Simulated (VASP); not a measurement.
VASP runs on ZrH$_{2}$ (space group R3m) share one base input (PBE GGA, plane waves, VASP's PBE PAW potentials (set 64)) and change the settings named in each case.

KPOINTS:
```
K-points
0
gamma
  8 8 8
0 0 0
```

**INCAR**
```
! general
SYSTEM =ZrH2
PREC   =Accurate
ENCUT  =300
LREAL  =.FALSE.
LASPH  =.TRUE.

! electronic loop
EDIFF  =1E-6
NELM   =100
ALGO   =Normal
LMAXMIX=4

! smearing
ISMEAR =-1
SIGMA  =0.1

! functional
GGA    =PE

! ions
ISIF   =2

! output
LWAVE  =.FALSE.
LCHARG =.FALSE.
```

**POSCAR**
```
ZrH2
1.0
  1.5376690000   0.8877730000   5.9536240000
 -1.5376690000   0.8877730000   5.9536240000
  0.0000000000  -1.7755470000   5.9536240000
Zr H
1 2
Cartesian
  0.0000000000   0.0000000000   0.0000000000
 -0.0000000000  -0.0000007523  13.4367340056
  0.0000000000  -0.0000005810  10.3771666320
```

POTCAR, in this order: Zr_sv H (PBE.64 set). Program: vasp_std.

| change | E(σ→0) (eV/atom) | pressure (GPa) | largest force (eV/Å) | −TS (eV) |
|---|---|---|---|---|
| base run | -4.9829 | -8.04 | 1.098 | -0.0350 |
| GGA removed, POTCAR Zr_sv H (LDA.64 set) | -5.2850 | ___ | ___ | ___ |
| GGA_COMPAT = .FALSE., LNONCOLLINEAR = .TRUE., LSORBIT = .TRUE., MAGMOM = 0.0 0.0 0.0 0.0 0.0 0.0 0.0 0.0 0.0, program vasp_ncl | -5.0062 | -8.05 | 1.098 | -0.0349 |
| KPOINTS 1×1×1 Γ-centred mesh | -6.0334 | 0.13 | 1.617 | -0.0061 |

Question: What belongs in the gaps?

Answer: 
- GGA removed, POTCAR Zr_sv H (LDA.64 set), pressure (GPa): -11.20
- GGA removed, POTCAR Zr_sv H (LDA.64 set), largest force (eV/Å): 1.164
- GGA removed, POTCAR Zr_sv H (LDA.64 set), −TS (eV): -0.0375

Energies of different potentials or functionals have different zeros.  At 300 eV the pressure can carry a Pulay error.

Left out are runs that ran out of time, are held back, or changed the cell or the kind of run, fixed moments of cells without a moment, rows past the twelfth, gaps on odd meshes, pressures of charged cells and columns that move by less than the noise.

The structure was generated: ZrH2 was put into an ordered model structure, which need not be its known phase. The cell was not relaxed at this level, forces remain on its atoms.
